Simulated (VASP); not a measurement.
Consider the following.

```
CuI
1.0
    4.28074     0.00000     0.00000
   -2.14037     3.70723     0.00000
    0.00000     0.00000     7.06334
Cu I
2 2
Direct
  0.66667   0.33333   0.87302
  0.33333   0.66667   0.37302
  0.66667   0.33333   0.50198
  0.33333   0.66667   0.00198
```

Method: modified Becke-Johnson potential (mBJ) with spin-orbit coupling, VASP's PBE PAW potentials (set 64) (plane waves; VASP 6.6.1). Numerical set-up: 400 eV cut-off, 4×4×4 Γ-centred mesh, Gaussian smearing of 0.050 eV, potentials Cu I.

mBJ is a potential without an energy functional, so only the levels count.

What does the run give for the band gap (over mesh and band path) with the smallest direct gap where there is one?

The band gap (over mesh and band path) is 2.12 eV and the smallest direct gap (over mesh and band path) comes out as 2.12 eV.

Only differences to runs with the same potentials and settings are physical.

The structure comes from a computed database's CuI entry (P6_3mc); how it stands against other phases isn't given here. It was relaxed first. The k-mesh is coarse (spacing up to 0.42 per Å, 2π included), so the numbers may not be converged in it. The cell's shape comes from a PBE relaxation.
